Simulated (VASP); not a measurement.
Consider the following.

```yaml
crystal:
  lattice:
    - [0.00000, 2.46903, 2.46903]
    - [2.46903, 0.00000, 2.46903]
    - [2.46903, 2.46903, 0.00000]
  atoms:
    - { symbol: Pb, position: [0.00000, 0.00000, 0.00000] }
```

All values below come from r2SCAN meta-GGA, VASP's PBE PAW potentials (set 64) (plane waves; VASP). Run with 520 eV cut-off, 13×13×13 Γ-centred mesh, first-order Methfessel-Paxton smearing of 0.10 eV, potentials Pb_d.

Unless said otherwise, spin-orbit coupling is left out, though it shifts the bands of the heavy elements here.

**Question.** Estimate the energy per atom (σ→0), pressure, band gap (on the k-mesh) with the smallest direct gap where there is one.

**Answer.** 
```
Property                                                    Result
------------------------  ----------------------------------------
band gap (on the k-mesh)  none (metal, semimetal or under 0.01 eV)
energy per atom (σ→0)                              -56.273 eV/atom
pressure                                                  1.57 GPa
```

Only differences to runs with the same potentials and settings are physical.

The compound is Pb in the fcc structure. This cell is one point of a volume scan, at 0.97 of the reference volume.
